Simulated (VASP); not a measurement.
# LiSi16 (a cell with a defect) in VASP: a series of runs

The runs below take LiSi16 (a cell with a defect) through relaxation of the atoms, single point, with PBE.

All numbers are computed with VASP 6.6.1; they aren't measurements. Logs are shortened: lines on timing, memory, paths and dates and some standing lists are left out, and cuts for length are marked.

## (1) Starting point

The cell holds a defect, 17 atoms: a = 7.679 Å, b = 7.679 Å, c = 7.679 Å, α = 60.00°, β = 60.00°, γ = 60.00°.

The cell was built by a generator and needn't be a form met in nature.

## (2) Relaxation of the atoms, PBE

Input file INCAR:

```
SYSTEM = LiSi16
PREC = Accurate
ENCUT = 520
EDIFF = 1E-6
ISMEAR = 0
SIGMA = 0.02
LREAL = Auto
LASPH = .True.
NELM = 100
ALGO = Fast
ISIF = 2
LWAVE = .False.
LCHARG = .False.
GGA = PE
IBRION = 2
NSW = 80
EDIFFG = -0.03
NELECT = 66.0
```

Input file KPOINTS:

```
Automatic mesh
0
Gamma
  2 2 2
  0 0 0
```

Input file POSCAR:

```
LiSi16
1.0
    0.0000000000      5.4300000000      5.4300000000
    5.4300000000      0.0000000000      5.4300000000
    5.4300000000      5.4300000000      0.0000000000
Si Li
16 1
Direct
    0.0000000000      0.0000000000      0.0000000000
    0.1250000000      0.1250000000      0.1250000000
    0.0000000000      0.0000000000      0.5000000000
    0.1250000000      0.1250000000      0.6250000000
    0.0000000000      0.5000000000      0.0000000000
    0.1250000000      0.6250000000      0.1250000000
    0.0000000000      0.5000000000      0.5000000000
    0.1250000000      0.6250000000      0.6250000000
    0.5000000000      0.0000000000      0.0000000000
    0.6250000000      0.1250000000      0.1250000000
    0.5000000000      0.0000000000      0.5000000000
    0.6250000000      0.1250000000      0.6250000000
    0.5000000000      0.5000000000      0.0000000000
    0.6250000000      0.6250000000      0.1250000000
    0.5000000000      0.5000000000      0.5000000000
    0.6250000000      0.6250000000      0.6250000000
    0.3677629000      0.3751478000      0.8790269000
```

Potentials or basis: VASP PAW PBE potentials, release 64 (Si, Li_sv).

On the command line:

```
> cat potpaw_PBE.64/Si/POTCAR potpaw_PBE.64/Li_sv/POTCAR > POTCAR
> mpirun -np 1 vasp_std > vasp.out
```

OUTCAR:

```text
SYSTEM = LiSi16
   PREC = Accurate
   ENCUT = 520
   EDIFF = 1E-6
   ISMEAR = 0
   LREAL = Auto
   LASPH = .True.
   NELM = 100
   ISIF = 2
   GGA = PE
   IBRION = 2
   NSW = 80
   EDIFFG = -0.03
   NELECT = 66.0

 ion  position               nearest neighbor table
   1  0.000  0.000  0.000-   2 2.35   4 2.35   6 2.35  10 2.35
   2  0.125  0.125  0.125-   1 2.35   3 2.35   5 2.35   9 2.35  17 2.68
   3  0.000  0.000  0.500-   2 2.35   4 2.35   8 2.35  12 2.35
   4  0.125  0.125  0.625-   1 2.35   3 2.35   7 2.35  11 2.35
   5  0.000  0.500  0.000-  17 2.31   6 2.35   8 2.35  14 2.35   2 2.35
   6  0.125  0.625  0.125-   1 2.35   5 2.35   7 2.35  13 2.35  17 2.69
   7  0.000  0.500  0.500-   4 2.35   6 2.35   8 2.35  16 2.35
   8  0.125  0.625  0.625-   3 2.35   5 2.35   7 2.35  15 2.35  17 2.70
   9  0.500  0.000  0.000-   2 2.35  10 2.35  12 2.35  14 2.35  17 2.35
  10  0.625  0.125  0.125-   1 2.35   9 2.35  11 2.35  13 2.35  17 2.73
  11  0.500  0.000  0.500-   4 2.35  10 2.35  12 2.35  16 2.35
  12  0.625  0.125  0.625-   3 2.35   9 2.35  11 2.35  15 2.35  17 2.74
  13  0.500  0.500  0.000-   6 2.35  10 2.35  14 2.35  16 2.35  17 2.37
  14  0.625  0.625  0.125-   5 2.35   9 2.35  13 2.35  15 2.35
  15  0.500  0.500  0.500-   8 2.35  12 2.35  14 2.35  16 2.35  17 2.38
  16  0.625  0.625  0.625-   7 2.35  11 2.35  13 2.35  15 2.35  17 2.75
  17  0.368  0.375  0.879-   5 2.31   9 2.35  13 2.37  15 2.38   2 2.68   6 2.69   8 2.70  10 2.73
                            12 2.74  16 2.75

  LATTYP: Found a face centered cubic cell.
 ALAT       =    10.8600000000

  Lattice vectors:

 A1 = (   0.0000000000,   5.4300000000,   5.4300000000)
 A2 = (   5.4300000000,   0.0000000000,   5.4300000000)
 A3 = (   5.4300000000,   5.4300000000,   0.0000000000)

Analysis of symmetry for initial positions (statically):
=====================================================================
 Subroutine PRICEL returns:
 Original cell was already a primitive cell.

 Routine SETGRP: Setting up the symmetry group for a
 face centered cubic supercell.

 Subroutine GETGRP returns: Found  1 space group operations
 (whereof  1 operations were pure point group operations)
 out of a pool of 48 trial point group operations.

The static configuration has the point symmetry C_1 .

Analysis of symmetry for dynamics (positions and initial velocities):
=====================================================================
 Subroutine PRICEL returns:
 Original cell was already a primitive cell.

 Routine SETGRP: Setting up the symmetry group for a
 face centered cubic supercell.

 Subroutine GETGRP returns: Found  1 space group operations
 (whereof  1 operations were pure point group operations)
 out of a pool of 48 trial point group operations.

The dynamic configuration has the point symmetry C_1 .

 Subroutine INISYM returns: Found  1 space group operations
 (whereof  1 operations are pure point group operations),
 and found     1 'primitive' translations

----------------------------------------------------------------------------------------

                                     Primitive cell

  volume of cell :     320.2060

  direct lattice vectors                    reciprocal lattice vectors
     0.000000000  5.430000000  5.430000000    -0.092081031  0.092081031  0.092081031
     5.430000000  0.000000000  5.430000000     0.092081031 -0.092081031  0.092081031
     5.430000000  5.430000000  0.000000000     0.092081031  0.092081031 -0.092081031

  length of vectors
     7.679179644  7.679179644  7.679179644     0.159489025  0.159489025  0.159489025

  position of ions in fractional coordinates (direct lattice)
     0.000000000  0.000000000  0.000000000
     0.125000000  0.125000000  0.125000000
     0.000000000  0.000000000  0.500000000
     0.125000000  0.125000000  0.625000000
     0.000000000  0.500000000  0.000000000
     0.125000000  0.625000000  0.125000000
[... 9 lines left out ...]
     0.625000000  0.625000000  0.625000000
     0.367762900  0.375147800  0.879026900

  ion indices of the primitive-cell ions
   primitive index   ion index
                 1           1
                 2           2
                 3           3
                 4           4
                 5           5
                 6           6
[... 9 lines left out ...]
                16          16
                17          17

----------------------------------------------------------------------------------------

 KPOINTS: Automatic mesh

Automatic generation of k-mesh.
 Grid dimensions read from file:
 generate k-points for:    2    2    2

 Generating k-lattice:

  Cartesian coordinates                     Fractional coordinates (reciprocal lattice)
    -0.046040516  0.046040516  0.046040516     0.500000000  0.000000000  0.000000000
     0.046040516 -0.046040516  0.046040516     0.000000000  0.500000000  0.000000000
     0.046040516  0.046040516 -0.046040516     0.000000000  0.000000000  0.500000000

  Length of vectors
     0.079744512  0.079744512  0.079744512

  Shift w.r.t. Gamma in fractional coordinates (k-lattice)
     0.000000000  0.000000000  0.000000000

 Subroutine IBZKPT returns following result:
 ===========================================

 Found      8 irreducible k-points:

 Following reciprocal coordinates:
            Coordinates               Weight
  0.000000  0.000000  0.000000      1.000000
  0.500000  0.000000  0.000000      1.000000
  0.000000  0.500000  0.000000      1.000000
  0.000000  0.000000  0.500000      1.000000
  0.500000  0.500000  0.500000      1.000000
  0.500000  0.500000  0.000000      1.000000
  0.000000  0.500000  0.500000      1.000000
  0.500000  0.000000  0.500000      1.000000
   k-points           NKPTS =      8   k-points in BZ     NKDIM =      8   number of bands    NBANDS=     42
   number of dos      NEDOS =    301   number of ions     NIONS =     17
   total plane-waves  NPLWV = 216000
   dimension x,y,z NGX =    60 NGY =   60 NGZ =   60
   dimension x,y,z NGXF=   120 NGYF=  120 NGZF=  120
   ions per type =              16   1
   NGX,Y,Z   is equivalent  to a cutoff of  12.99, 12.99, 12.99 a.u.
   NGXF,Y,Z  is equivalent  to a cutoff of  25.98, 25.98, 25.98 a.u.
 SYSTEM =  LiSi16
   PREC   = accura    normal or accurate (medium, high low for compatibility)
   ISTART =      0    job   : 0-new  1-cont  2-samecut
   ICHARG =      2    charge: 1-file 2-atom 10-const
   ISPIN  =      1    spin polarized calculation?
   LNONCOLLINEAR =      F non collinear calculations
   LSORBIT =      F    spin-orbit coupling
   LASPH  =      T    aspherical Exc in radial PAW
   ENCUT  =  520.0 eV  38.22 Ry    6.18 a.u.  14.28 14.28 14.28*2*pi/ulx,y,z
   NELM   =    100;   NELMIN=  2; NELMDL= -5     # of ELM steps
   EDIFF  = 0.1E-05   stopping-criterion for ELM
   LREAL  =      T    real-space projection
   EDIFFG = -.3E-01   stopping-criterion for IOM
   NSW    =     80    number of steps for IOM
   IBRION =      2    ionic relax: 0-MD 1-quasi-New 2-CG
   NFREE  =      1    steps in history (QN), initial steepest desc. (CG)
   ISIF   =      2    stress and relaxation
   ISYM   =      2    0-nonsym 1-usesym 2-fastsym
   POTIM  = 0.5000    time-step for ionic-motion
   TEBEG  =    0.0;   TEEND  =   0.0 temperature during run
   PSTRESS=    0.0 pullay stress
   NELECT =      66.0000    total number of electrons
   NUPDOWN=      -1.0000    fix difference up-down
   EMIN   =  10.00;   EMAX   =-10.00  energy-range for DOS
   EFERMI =   0.00;   METHOD = LEGACY
   ISMEAR =     0;   SIGMA  =   0.02  broadening in eV -4-tet -1-fermi 0-gaus
   EFERMI_NEDOS =   21; number of points for ismear=-14 and -15
   IALGO  =     68    algorithm
   IMIX   =      4    mixing-type and parameters
     AMIX     =   0.40;   BMIX     =  1.00
     AMIX_MAG =   1.60;   BMIX_MAG =  1.00
  volume/ion in A,a.u.               =      18.84       127.11
  Fermi-wavevector in a.u.,A,eV,Ry     =   0.967044  1.827449 12.723821  0.935174
  Thomas-Fermi vector in A             =   2.096897
   LORBIT       =      0    0 simple, 1 ext, 2 COOP (PROOUT), +10 PAW based schemes
   GGA     = PE    functional components
   LHFCALC =     F    Hartree Fock is set to
   AEXX    =    0.0000 exact exchange contribution
   IVDW    =     0    specifies the selected vdW correction
   LEPSILON=     F    determine dielectric tensor
   LRPA    =     F    only Hartree local field effects (RPA)
 conjugate gradient relaxation of ions
 non-spin polarized calculation
 RMM-DIIS sequential band-by-band and
 Gauss-broadening in eV      SIGMA  =   0.02
  energy-cutoff  :      520.00
  volume of cell :      320.21
 maximum number of plane-waves:      8646
 NGX is ok and might be reduce to    60
   NGX = 29   NGY = 29   NGZ = 29

--------------------------------------- Ionic step        1  -------------------------------------------

 number of electron      66.0000004 magnetization

 Free energy of the ion-electron system (eV)
  ---------------------------------------------------
  ext. energy  EPLUGINS =         0.00000000
  ---------------------------------------------------
  free energy    TOTEN  =       -93.39827986 eV

  energy without entropy =      -93.39827986  energy(sigma->0) =      -93.39827986

------------------------ aborting loop because EDIFF is reached ----------------------------------------

  FORCE on cell =-STRESS in cart. coord.  units (eV):
  Direction    XX          YY          ZZ          XY          YZ          ZX
  --------------------------------------------------------------------------------------
  -------------------------------------------------------------------------------------
  Total       -1.0161834     -1.0169834     -1.0120014     -0.2340443      0.1412305     -0.1116359
  in kB       -5.0845580     -5.0885609     -5.0636331     -1.1710601      0.7066583     -0.5585793
  external PRESSURE =      -5.0789173 kB  Pullay stress =       0.0000000 kB
[... 342 lines left out ...]
  energy  without entropy=      -93.5133799588  energy(sigma->0) =      -93.51337996

--------------------------------------- Ionic step        8  -------------------------------------------

 number of electron      65.9999998 magnetization

 Free energy of the ion-electron system (eV)
  ---------------------------------------------------
  ext. energy  EPLUGINS =         0.00000000
  ---------------------------------------------------
  free energy    TOTEN  =       -93.51380332 eV

  energy without entropy =      -93.51380332  energy(sigma->0) =      -93.51380332

 E-fermi :   6.1549     XC(G=0):  -9.4409

 val. band max:        6.0413106153   @ k =   0.0000   0.0000   0.0000
 cond. band min:       6.6830381740   @ k =   0.0000   0.0000   0.0000
 fundamental gap:      0.6417275586
 Fermi energy:         6.1549458345

 k-point     1 :       0.0000    0.0000    0.0000
  band No.  band energies     occupation
      1     -40.3794      2.00000
      2      -5.9232      2.00000
      3      -3.6730      2.00000
      4      -3.6109      2.00000
      5      -3.6108      2.00000
      6      -3.6108      2.00000
[... 393 lines left out ...]
  FREE ENERGIE OF THE ION-ELECTRON SYSTEM (eV)
  ---------------------------------------------------
  free  energy   TOTEN  =       -93.5138033177 eV

  energy  without entropy=      -93.5138033177  energy(sigma->0) =      -93.51380332

 reached required accuracy - stopping structural energy minimisation
```

Run time: 21 min. Hardware: 1 thread of Intel Xeon Platinum 8259CL at 2.50GHz (Skylake/Cascade Lake), shared host; peak memory 0.55 GiB.

Results:

```yaml
Free_energy: -93.5138 eV
Energy_gained_by_relaxing: 6.8 meV/atom
Ionic_steps: 8
Largest_force_after_relaxing: 0.022 eV/Å
Band_gap_on_the_k_mesh: 0.64 eV, direct
```

Forces on the atoms (eV/Å):
```
Si   0.005  0.003 -0.006
Si   0.002 -0.002  0.006
Si  -0.002 -0.005 -0.006
Si   0.000  0.000  0.000
Si  -0.013  0.013  0.012
Si  -0.006 -0.004 -0.003
Si   0.004 -0.004  0.001
Si   0.004  0.007 -0.004
Si  -0.001  0.002 -0.007
Si  -0.001 -0.010 -0.001
Si  -0.001  0.001  0.000
Si   0.010  0.002 -0.001
Si   0.011  0.008  0.006
Si   0.005 -0.004 -0.007
Si  -0.010 -0.013  0.008
Si   0.001  0.001 -0.012
Li  -0.008  0.006  0.015
```

Step by step:
```
step  energy change (eV)  largest force (eV/Å)  pressure (GPa)
   1              0.0000                1.0945           -0.51
   2             -0.1122                0.1136           -0.58
   3             -0.1122                0.1111           -0.58
   4             -0.1143                0.0957           -0.57
   5             -0.1145                0.0895           -0.57
   6             -0.1150                0.0575           -0.57
   7             -0.1151                0.0391           -0.57
   8             -0.1155                0.0221           -0.57
```

Final structure:
```
CELL_PARAMETERS angstrom
0.00000 5.43000 5.43000
5.43000 0.00000 5.43000
5.43000 5.43000 0.00000
ATOMIC_POSITIONS crystal
Si 0.00080 0.00086 0.99744
Si 0.12257 0.12319 0.12712
Si 0.00079 0.00085 0.50091
Si 0.12508 0.12500 0.62496
Si 0.99169 0.50269 0.00283
Si 0.12251 0.62705 0.12708
Si 0.00077 0.49750 0.50087
Si 0.12248 0.62705 0.62341
Si 0.50202 0.99319 0.00241
Si 0.62697 0.12289 0.12702
Si 0.49760 0.00078 0.50082
Si 0.62695 0.12287 0.62318
Si 0.50188 0.50213 0.00225
Si 0.62377 0.62504 0.12568
Si 0.50183 0.50208 0.49393
Si 0.62693 0.62696 0.62309
Li 0.37313 0.37502 0.87605
```

Caveat: the k mesh is coarse (spacing up to 0.50 Å⁻¹), so the values aren't converged; the cell carries a net charge on a neutralising background, which shifts energy and pressure; the cell is charged against a uniform background, so pressure and absolute levels hang on convention; the cutoff is under 1.25 times the usual one of these potentials, so pressure, stress and relaxed cells hold a basis-set (Pulay) error.

## (3) Single point, PBE

Input file INCAR:

```
PREC = Accurate ; ENCUT = 520
EDIFF = 1E-7 ; ISMEAR = 0
SIGMA = 0.02 ; LREAL = Auto
LASPH = True ; NELM = 100
ALGO = Fast ; ISIF = 2
LWAVE = False ; LCHARG = False
GGA = PE ; NELECT = 66.0
NBANDS = 48
```

Input file KPOINTS:

```
Automatic mesh
0
Gamma
  2 2 2
```

Input file POSCAR:

```
LiSi16
1.0
    0.0000000000      5.4300000000      5.4300000000
    5.4300000000      0.0000000000      5.4300000000
    5.4300000000      5.4300000000      0.0000000000
Si Li
16 1
Direct
    0.0004248619      0.0008342541     -0.0022513812
    0.1225930939      0.1230501842      0.1272043278
    0.0004233886      0.0008340700      0.5010443831
    0.1246270718      0.1250055249      0.6252090239
   -0.0073394107      0.5023178637      0.0025381215
    0.1225839779      0.6269939227      0.1272034991
    0.0004179558      0.4975463168      0.5010441068
    0.1225813076      0.6269934622      0.6232744936
    0.5018628913     -0.0068426335      0.0025177716
    0.6265832413      0.1230235727      0.1271911602
    0.4971686004      0.0008170350      0.5010339779
    0.6265814917      0.1230220074      0.6232593923
    0.5018504604      0.5022832413      0.0025092081
    0.6245082873      0.6250077348      0.1252755064
    0.5018464088      0.5022799263      0.4934235727
    0.6265744936      0.6269726519      0.6232558932
    0.3744747698      0.3750084715      0.8752941068
```

Potentials or basis: VASP PAW PBE potentials, release 64 (Si, Li_sv).

On the command line:

```
> cat potpaw_PBE.64/Si/POTCAR potpaw_PBE.64/Li_sv/POTCAR > POTCAR
> mpirun -np 1 vasp_std > vasp.out
```

It took 6.5 min on 1 thread of Intel Xeon Platinum 8259CL at 2.50GHz (Skylake/Cascade Lake), shared host; peak memory 0.48 GiB.

The run converged. Its results:

| Quantity | Value |
| --- | --- |
| Free energy | -93.5140 eV |
| Largest force | 0.006 eV/Å |
| Band gap on the k mesh | 0.64 eV, direct |

Forces on the atoms (eV/Å):
```
Si   0.001  0.000 -0.001
Si   0.001  0.000 -0.001
Si  -0.001 -0.001 -0.001
Si  -0.001  0.001  0.001
Si   0.002 -0.003 -0.003
Si   0.001  0.000 -0.001
Si   0.001 -0.001  0.001
Si   0.000 -0.001  0.000
Si  -0.003  0.003 -0.003
Si   0.001  0.000 -0.001
Si   0.000  0.001  0.001
Si   0.001 -0.001 -0.001
Si   0.004  0.003  0.003
Si  -0.001  0.001  0.002
Si  -0.004 -0.003  0.003
Si   0.000  0.000 -0.001
Li  -0.001  0.001  0.001
```

Levels at points of the mesh, in eV from the valence-band top:
```tsv
k point	band 29	band 30	band 31	band 32	band 33	band 34	band 35	band 36	band 37	band 38
(0.00, 0.00, 0.00)	-1.13	-1.13	0.00	0.00	0.00	0.64	0.64	0.64	0.71	0.71
(0.50, 0.00, 0.00)	-2.11	-0.82	-0.82	-0.73	-0.73	1.20	1.40	1.40	1.59	1.59
(0.00, 0.50, 0.00)	-2.11	-0.82	-0.82	-0.73	-0.73	1.20	1.40	1.40	1.59	1.59
(0.00, 0.00, 0.50)	-2.11	-0.82	-0.82	-0.73	-0.73	1.20	1.40	1.40	1.59	1.59
(0.50, 0.50, 0.50)	-2.11	-0.82	-0.82	-0.73	-0.73	1.20	1.40	1.40	1.59	1.59
(0.50, 0.50, 0.00)	-1.91	-1.36	-1.36	-1.31	-1.27	1.07	1.13	2.19	2.31	2.31
(0.00, 0.50, 0.50)	-1.91	-1.36	-1.36	-1.31	-1.27	1.07	1.13	2.19	2.31	2.31
(0.50, 0.00, 0.50)	-1.91	-1.36	-1.36	-1.31	-1.27	1.07	1.13	2.19	2.31	2.31
```

Caveat: the k mesh is coarse (spacing up to 0.50 Å⁻¹), so the values aren't converged; the cell carries a net charge on a neutralising background, which shifts energy and pressure; the cell is charged against a uniform background, so pressure and absolute levels hang on convention; the cutoff is under 1.25 times the usual one of these potentials, so pressure, stress and relaxed cells hold a basis-set (Pulay) error. Expect the measured gap to be larger: semilocal functionals such as PBE lack the derivative discontinuity.
